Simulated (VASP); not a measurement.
VASP ran on this input.

INCAR:
```
# general
SYSTEM  = LiGe3
PREC    = Accurate
ENCUT   = 520
LREAL   = .FALSE.   # projection in real space or not
LASPH   = .TRUE.

# electronic loop
EDIFF   = 1E-6
NELM    = 100   # most electronic steps
ALGO    = Normal
LMAXMIX = 4   # l cut-off of mixed one-centre charges

# smearing
ISMEAR  = 1   # Methfessel-Paxton
SIGMA   = 0.1

# functional
GGA     = PS

# ions
IBRION  = 2   # conjugate gradients
NSW     = 60
ISIF    = 3   # ions, shape and volume
EDIFFG  = -0.02   # ionic stop

# output
LWAVE   = .FALSE.
LCHARG  = .FALSE.
```

### KPOINTS
```
Automatic mesh
0
G
  10 10 10
```

### POSCAR
```
LiGe3
1.0
 -1.9828147849   1.9828147849   4.3433589656
  1.9828147849  -1.9828147849   4.3433589656
  1.9828147849   1.9828147849  -4.3433589656
Li Ge
1 3
Cart
  0.0000000000   0.0000000000   0.0000000000
  0.0000000000   1.9828147849   2.1716794828
  1.9828147849   0.0000000000   2.1716794828
  0.0000000000   0.0000000000   4.3433589656
```

POTCAR, in this order: Li_sv Ge_d (PBE.64 set). Program: vasp_std.

Q: Translate this PBEsol calculation to Quantum ESPRESSO's pw.x.

A: One equivalent input (not run):
```
&CONTROL
  calculation = 'vc-relax'
  pseudo_dir = './pseudo'
  outdir = './out'
  tprnfor = .true.
  tstress = .true.
  nstep = 60
  forc_conv_thr = 0.00078
/
&SYSTEM
  ibrav = 0
  nat = 4
  ntyp = 2
  ecutwfc = 78
  occupations = 'smearing'
  smearing = 'methfessel-paxton'
  degauss = 0.00735
  input_dft = 'pbesol'
/
&ELECTRONS
  conv_thr = 7.3e-08
  electron_maxstep = 100
/
&IONS
/
&CELL
/
ATOMIC_SPECIES
  Li 6.940 Li.upf
  Ge 72.630 Ge.upf
CELL_PARAMETERS angstrom
    -1.9828148    1.9828148    4.3433590
     1.9828148   -1.9828148    4.3433590
     1.9828148    1.9828148   -4.3433590
ATOMIC_POSITIONS crystal
  Li   0.0000000  0.0000000  0.0000000
  Ge   0.7500000  0.2500000  0.5000000
  Ge   0.2500000  0.7500000  0.5000000
  Ge   0.5000000  0.5000000  0.0000000
K_POINTS automatic
  10 10 10 0 0 0
```
What does not carry over: the potentials are each code's own (VASP's PAW set, PseudoDojo norm-conserving files in pw.x), so ENCUT and ecutwfc are chosen apart and not converted; conv_thr bounds pw.x's estimated SCF error, while EDIFF bounds the energy change between steps; forc_conv_thr acts on force components and is met together with etot_conv_thr.

The structure comes from a computed database's LiGe3 entry (I4/mmm); how it stands against other phases isn't given here. This run relaxes it. Symmetry was kept, so distortions that lower it aren't found. The start is the result of an earlier pass.
